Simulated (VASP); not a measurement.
A VASP calculation is set up with these files.

POSCAR:
```
GeF2
1
    0.0204311532     2.7241537571     2.7241537571
    2.7445849103     0.0000000000     2.7445849103
    2.7241537571     2.7241537571     0.0204311532
Ge F
1 2
Direct
  0.0000000000   0.0000000000   0.0000000000
  0.2500000000   0.2500000000   0.2500000000
  0.7500000000   0.7500000000   0.7500000000
```

File KPOINTS:
```
Automatic
0
G
  6 6 6
0 0 0
```

### INCAR
```
# general
SYSTEM  = GeF2
PREC    = Accurate
ENCUT   = 600
LREAL   = .False.
LASPH   = .True.

# electronic loop
EDIFF   = 1E-7
NELM    = 100
ALGO    = Normal
LMAXMIX = 4

# smearing
ISMEAR  = 0
SIGMA   = 0.05

# functional
GGA     = PS

# ions
ISIF    = 2

# output
LWAVE   = .False.
LCHARG  = .False.
```

POTCAR, in this order: Ge_d F (PBE.64 set). Program: vasp_std.

Q: Translate this PBEsol calculation to Ansatz.

A: One equivalent input (not run):
Ansatz 0.2 input:
```yaml
crystal:
  lattice:
    - [0.0204312, 2.7241538, 2.7241538]
    - [2.7445849, 0.0000000, 2.7445849]
    - [2.7241538, 2.7241538, 0.0204312]
  atoms:
    - { symbol: Ge, position: [0.0000000, 0.0000000, 0.0000000] }
    - { symbol: F, position: [0.2500000, 0.2500000, 0.2500000] }
    - { symbol: F, position: [0.7500000, 0.7500000, 0.7500000] }
kpoints:
  mp_grid: { grid: [6, 6, 6] }
hamiltonian:
  xc: pbesol
  pseudopotentials: { kind: paw }
scf:
  occupations: { method: gaussian, width: 0.05 }
  max_iter: 100
output: { forces: true, stress: true, eigenvalues: true }
```
Limits of the translation: each code has its own PAW files, so the cut-off isn't converted (ENCUT is set for VASP's; basis.ecutwfc is left out, and Ansatz then takes the one that its files recommend); Ansatz stops its SCF on the density residual and VASP on the energy change (EDIFF).

The structure was generated: GeF2 was put into the fluorite type (Fm-3m), which need not be its known phase. This cell was strained or had an atom moved on purpose.
